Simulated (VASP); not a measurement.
# B2C (C2) in VASP: single point with PBE

Aim: the single point of B2C with PBE.

Program: VASP 6.6.1. These are calculated values, not measurements. Logs are shortened: lines on timing, memory, paths and dates and some standing lists are left out, and cuts for length are marked.

## 1. The structure

It takes space group C2 (No. 5, monoclinic). The conventional cell has a = 12.067 Å, b = 3.880 Å, c = 3.869 Å, α = 90.00°, β = 94.20°, γ = 90.00°. B (site symmetry 1) has 2 C at 1.53 to 1.58 Å as nearest neighbours. B (site symmetry 1) has 2 C at 1.58 to 1.64 Å as nearest neighbours. B (site symmetry 1) is surrounded by 2 C at 1.61 Å and 2 B at 1.82 Å. B (site symmetry 1) is surrounded by 2 C at 1.56 Å. Around C (site symmetry 2) lie 4 B at 1.58 Å. C (site symmetry 2) is surrounded by 4 B at 1.53 to 1.64 Å. C (site symmetry 1) has 4 B at 1.56 to 1.61 Å as nearest neighbours.

The cell was built by a generator and needn't be a form met in nature.

## 2. Single point, PBE

File INCAR:

```
SYSTEM = B2C
ALGO = Fast
EDIFF = 1E-5
ENCUT = 520
GGA = PE
ISIF = 2
ISMEAR = 0
LASPH = .True.
LCHARG = .False.
LREAL = Auto
LWAVE = .False.
NBANDS = 32
NELM = 80
PREC = Normal
SIGMA = 0.15
```

File KPOINTS:

```
k-points
0
Gamma
  6 6 6
  0 0 0
```

File POSCAR:

```
B2C
1.0
    6.0335820000     -1.9402000000      0.0000000000
    6.0335820000      1.9402000000      0.0000000000
   -0.2835600000      0.0000000000      3.8585000000
B C
8 4
Direct
    0.3088970000      0.5880600000      0.1692590000
    0.6746220000      0.1927910000      0.7909040000
    0.8072090000      0.3253780000      0.2090960000
    0.4119400000      0.6911030000      0.8307410000
    0.3440000000      0.2915590000      0.9745530000
    0.7082790000      0.8965710000      0.5844240000
    0.7084410000      0.6560000000      0.0254470000
    0.1034290000      0.2917210000      0.4155760000
    0.0336040000      0.9663960000      0.0000000000
    0.5312020000      0.4687980000      0.5000000000
    0.4799370000      0.0166980000      0.2496360000
    0.9833020000      0.5200630000      0.7503640000
```

Potentials or basis: VASP PAW PBE potentials, release 64 (B, C).

On the command line:

```sh
> cat potpaw_PBE.64/B/POTCAR potpaw_PBE.64/C/POTCAR > POTCAR
> mpirun -np 1 vasp_std > vasp.out
```

OUTCAR:

```text
SYSTEM = B2C
   EDIFF = 1E-5
   ENCUT = 520
   GGA = PE
   ISIF = 2
   ISMEAR = 0
   LASPH = .True.
   LREAL = Auto
   NELM = 80
   PREC = Normal

 ion  position               nearest neighbor table
   1  0.309  0.588  0.169-  10 1.53   9 1.58   5 1.82   4 1.87   3 2.05   2 2.08
   2  0.675  0.193  0.791-   9 1.58  10 1.64   5 1.82   6 1.84   4 2.05   1 2.08
   3  0.807  0.325  0.209-   9 1.58  10 1.64   7 1.82   8 1.84   1 2.05   4 2.08
   4  0.412  0.691  0.831-  10 1.53   9 1.58   7 1.82   1 1.87   2 2.05   3 2.08
   5  0.344  0.292  0.975-  12 1.61  11 1.61   1 1.82   2 1.82   6 2.11
   6  0.708  0.897  0.584-  11 1.56  12 1.56   2 1.84   5 2.11
   7  0.708  0.656  0.025-  11 1.61  12 1.61   4 1.82   3 1.82   8 2.11
   8  0.103  0.292  0.416-  12 1.56  11 1.56   3 1.84   7 2.11
   9  0.034  0.966  0.000-   1 1.58   4 1.58   3 1.58   2 1.58
  10  0.531  0.469  0.500-   1 1.53   4 1.53   3 1.64   2 1.64
  11  0.480  0.017  0.250-   6 1.56   8 1.56   7 1.61   5 1.61
  12  0.983  0.520  0.750-   8 1.56   6 1.56   5 1.61   7 1.61

  LATTYP: Found a base centered monoclinic cell.
 ALAT       =    12.0671640000
 B/A-ratio  =     0.3215668570
 C/A-ratio  =     0.3206143000
 COS(beta)  =    -0.0732920491

  Lattice vectors:

 A1 = (   6.0335820000,  -1.9402000000,   0.0000000000)
 A2 = (   6.0335820000,   1.9402000000,   0.0000000000)
 A3 = (  -0.2835600000,   0.0000000000,   3.8585000000)

Analysis of symmetry for initial positions (statically):
=====================================================================
 Subroutine PRICEL returns:
 Original cell was already a primitive cell.

 Routine SETGRP: Setting up the symmetry group for a
 base centered monoclinic supercell.

 Subroutine GETGRP returns: Found  2 space group operations
 (whereof  2 operations were pure point group operations)
 out of a pool of  4 trial point group operations.

The static configuration has the point symmetry C_2 .

Analysis of symmetry for dynamics (positions and initial velocities):
=====================================================================
 Subroutine PRICEL returns:
 Original cell was already a primitive cell.

 Routine SETGRP: Setting up the symmetry group for a
 base centered monoclinic supercell.

 Subroutine GETGRP returns: Found  2 space group operations
 (whereof  2 operations were pure point group operations)
 out of a pool of  4 trial point group operations.

The dynamic configuration has the point symmetry C_2 .

 Subroutine INISYM returns: Found  2 space group operations
 (whereof  2 operations are pure point group operations),
 and found     1 'primitive' translations

----------------------------------------------------------------------------------------

                                     Primitive cell

  volume of cell :      90.3379

  direct lattice vectors                    reciprocal lattice vectors
     6.033582000 -1.940200000  0.000000000     0.082869513 -0.257705391  0.006090055
     6.033582000  1.940200000  0.000000000     0.082869513  0.257705391  0.006090055
    -0.283560000  0.000000000  3.858500000     0.000000000  0.000000000  0.259168070

  length of vectors
     6.337861452  6.337861452  3.868905339     0.270770223  0.270770223  0.259168070

  position of ions in fractional coordinates (direct lattice)
     0.308897000  0.588060000  0.169259000
     0.674622000  0.192791000  0.790904000
     0.807209000  0.325378000  0.209096000
     0.411940000  0.691103000  0.830741000
     0.344000000  0.291559000  0.974553000
     0.708279000  0.896571000  0.584424000
     0.708441000  0.656000000  0.025447000
     0.103429000  0.291721000  0.415576000
     0.033604000  0.966396000  0.000000000
     0.531202000  0.468798000  0.500000000
     0.479937000  0.016698000  0.249636000
     0.983302000  0.520063000  0.750364000

  ion indices of the primitive-cell ions
   primitive index   ion index
                 1           1
                 2           2
                 3           3
                 4           4
                 5           5
                 6           6
                 7           7
                 8           8
                 9           9
                10          10
                11          11
                12          12

----------------------------------------------------------------------------------------

 KPOINTS: k-points

Automatic generation of k-mesh.
 Grid dimensions read from file:
 generate k-points for:    6    6    6

 Generating k-lattice:

  Cartesian coordinates                     Fractional coordinates (reciprocal lattice)
     0.013811585 -0.042950899  0.001015009     0.166666667  0.000000000  0.000000000
     0.013811585  0.042950899  0.001015009     0.000000000  0.166666667  0.000000000
     0.000000000  0.000000000  0.043194678     0.000000000  0.000000000  0.166666667

  Length of vectors
     0.045128370  0.045128370  0.043194678

  Shift w.r.t. Gamma in fractional coordinates (k-lattice)
     0.000000000  0.000000000  0.000000000

 Subroutine IBZKPT returns following result:
 ===========================================

 Found     68 irreducible k-points:

 Following reciprocal coordinates:
            Coordinates               Weight
  0.000000  0.000000  0.000000      1.000000
  0.166667 -0.000000  0.000000      4.000000
  0.333333 -0.000000  0.000000      4.000000
  0.500000  0.000000  0.000000      2.000000
  0.166667  0.166667  0.000000      2.000000
  0.333333  0.166667 -0.000000      4.000000
[... 16 lines left out ...]
 -0.333333  0.166667  0.166667      4.000000
 -0.166667  0.166667  0.166667      4.000000
 [... further k-points ...]
   k-points           NKPTS =     68   k-points in BZ     NKDIM =     68   number of bands    NBANDS=     32
   number of dos      NEDOS =    301   number of ions     NIONS =     12
   total plane-waves  NPLWV =  31104
   dimension x,y,z NGX =    36 NGY =   36 NGZ =   24
   dimension x,y,z NGXF=    72 NGYF=   72 NGZF=   48
   ions per type =               8   4
   NGX,Y,Z   is equivalent  to a cutoff of   9.44,  9.44, 10.31 a.u.
   NGXF,Y,Z  is equivalent  to a cutoff of  18.89, 18.89, 20.63 a.u.
 SYSTEM =  B2C
   PREC   = normal    normal or accurate (medium, high low for compatibility)
   ISTART =      0    job   : 0-new  1-cont  2-samecut
   ICHARG =      2    charge: 1-file 2-atom 10-const
   ISPIN  =      1    spin polarized calculation?
   LNONCOLLINEAR =      F non collinear calculations
   LSORBIT =      F    spin-orbit coupling
   LASPH  =      T    aspherical Exc in radial PAW
   ENCUT  =  520.0 eV  38.22 Ry    6.18 a.u.  11.78 11.78  7.19*2*pi/ulx,y,z
   NELM   =     80;   NELMIN=  2; NELMDL= -5     # of ELM steps
   EDIFF  = 0.1E-04   stopping-criterion for ELM
   LREAL  =      T    real-space projection
   EDIFFG = 0.1E-03   stopping-criterion for IOM
   NSW    =      0    number of steps for IOM
   IBRION =     -1    ionic relax: 0-MD 1-quasi-New 2-CG
   NFREE  =      0    steps in history (QN), initial steepest desc. (CG)
   ISIF   =      2    stress and relaxation
   ISYM   =      2    0-nonsym 1-usesym 2-fastsym
   POTIM  = 0.5000    time-step for ionic-motion
   TEBEG  =    0.0;   TEEND  =   0.0 temperature during run
   PSTRESS=    0.0 pullay stress
   NELECT =      40.0000    total number of electrons
   NUPDOWN=      -1.0000    fix difference up-down
   EMIN   =  10.00;   EMAX   =-10.00  energy-range for DOS
   EFERMI =   0.00;   METHOD = LEGACY
   ISMEAR =     0;   SIGMA  =   0.15  broadening in eV -4-tet -1-fermi 0-gaus
   EFERMI_NEDOS =   21; number of points for ismear=-14 and -15
   IALGO  =     68    algorithm
   IMIX   =      4    mixing-type and parameters
     AMIX     =   0.40;   BMIX     =  1.00
     AMIX_MAG =   1.60;   BMIX_MAG =  1.00
  volume/ion in A,a.u.               =       7.53        50.80
  Fermi-wavevector in a.u.,A,eV,Ry     =   1.247780  2.357963 21.183664  1.556955
  Thomas-Fermi vector in A             =   2.381897
   LORBIT       =      0    0 simple, 1 ext, 2 COOP (PROOUT), +10 PAW based schemes
   GGA     = PE    functional components
   LHFCALC =     F    Hartree Fock is set to
   AEXX    =    0.0000 exact exchange contribution
   IVDW    =     0    specifies the selected vdW correction
   LEPSILON=     F    determine dielectric tensor
   LRPA    =     F    only Hartree local field effects (RPA)
 non-spin polarized calculation
 RMM-DIIS sequential band-by-band and
 Gauss-broadening in eV      SIGMA  =   0.15
  energy-cutoff  :      520.00
  volume of cell :       90.34
 maximum number of plane-waves:      2452
   NGX = 23   NGY = 23   NGZ = 15

 number of electron      39.9999998 magnetization

 Free energy of the ion-electron system (eV)
  ---------------------------------------------------
  ext. energy  EPLUGINS =         0.00000000
  ---------------------------------------------------
  free energy    TOTEN  =       -87.29698592 eV

  energy without entropy =      -87.26973619  energy(sigma->0) =      -87.28336105

 E-fermi :   5.1129     XC(G=0): -11.4543

 val. band max:        5.1090490526   @ k =  -0.1667   0.1667   0.1667
 cond. band min:       5.1548928380   @ k =  -0.3333   0.1667  -0.0000
 fundamental gap:      0.0458437854
 Fermi energy:         5.1129089494

 k-point     1 :       0.0000    0.0000    0.0000
  band No.  band energies     occupation
      1     -10.9524      2.00000
      2      -9.3279      2.00000
      3      -5.4964      2.00000
      4      -5.3969      2.00000
      5      -5.3055      2.00000
      6      -2.5150      2.00000
[... 24 lines left out ...]
     31      14.1361      0.00000
     32      14.5389      0.00000
[... 774 lines left out ...]
      2      -8.4569      2.00000
      3      -7.2248      2.00000
      4      -7.0477      2.00000
      5      -4.8362      2.00000
      6      -4.1083      2.00000
[... 24 lines left out ...]
     31      14.8472      0.00000
     32      15.4779      0.00000

 [... further k-points ...]

------------------------ aborting loop because EDIFF is reached ----------------------------------------

  FORCE on cell =-STRESS in cart. coord.  units (eV):
  Direction    XX          YY          ZZ          XY          YZ          ZX
  --------------------------------------------------------------------------------------
  -------------------------------------------------------------------------------------
  Total        0.0030606      0.0181779     -0.0014334      0.0000000      0.0000000     -0.0019437
  in kB        0.0542812      0.3223912     -0.0254226      0.0000000      0.0000000     -0.0344723
  external PRESSURE =       0.1170833 kB  Pullay stress =       0.0000000 kB

 VOLUME and BASIS-vectors are now :
 -----------------------------------------------------------------------------
  energy-cutoff  :      520.00
  volume of cell :       90.34
      direct lattice vectors                 reciprocal lattice vectors
     6.033582000 -1.940200000  0.000000000     0.082869513 -0.257705391  0.006090055
     6.033582000  1.940200000  0.000000000     0.082869513  0.257705391  0.006090055
    -0.283560000  0.000000000  3.858500000     0.000000000  0.000000000  0.259168070

 POSITION                                       TOTAL-FORCE (eV/Angst)
 -----------------------------------------------------------------------------------
      5.36387      0.54163      0.65309        -0.002844     -0.004651     -0.008688
      5.00934     -0.93485      3.05170        -0.001072      0.013018      0.001470
      6.77427     -0.93485      0.80680         0.001072      0.013018     -0.001470
      6.41974      0.54163      3.20541         0.002844     -0.004651      0.008688
      3.55835     -0.10175      3.76031        -0.003474      0.005346      0.009058
      9.51727      0.36532      2.25500        -0.006945     -0.004834      0.000060
      8.22525     -0.10175      0.09819         0.003474      0.005346     -0.009058
      2.26633      0.36532      1.60350         0.006945     -0.004834     -0.000060
      6.03358      1.80980      0.00000        -0.000000     -0.006680      0.000000
      5.89180     -0.12108      1.92925        -0.000000      0.005541      0.000000
      2.92570     -0.89878      0.96322         0.001888     -0.008309      0.004448
      8.85790     -0.89878      2.89528        -0.001888     -0.008309     -0.004448
 -----------------------------------------------------------------------------------
    total drift:                                0.000000      0.022001     -0.000000

  FREE ENERGIE OF THE ION-ELECTRON SYSTEM (eV)
  ---------------------------------------------------
  free  energy   TOTEN  =       -87.2969859159 eV

  energy  without entropy=      -87.2697361866  energy(sigma->0) =      -87.28336105
```

It took 4.6 min on 1 thread of Intel Xeon Platinum 8375C at 2.90GHz (Ice Lake), shared host; peak memory 0.24 GiB.

What came out:

* Free energy: -87.2970 eV
* Pressure: 0.0 GPa
* Largest force: 0.013 eV/Å
* Band gap on the k mesh: none (metal or under the smearing width)

Forces in eV/Å, atoms in the order of the input:
```
B   -0.003 -0.005 -0.009
B   -0.001  0.013  0.001
B    0.001  0.013 -0.001
B    0.003 -0.005  0.009
B   -0.003  0.005  0.009
B   -0.007 -0.005  0.000
B    0.003  0.005 -0.009
B    0.007 -0.005  0.000
C    0.000 -0.007  0.000
C    0.000  0.006  0.000
C    0.002 -0.008  0.004
C   -0.002 -0.008 -0.004
```
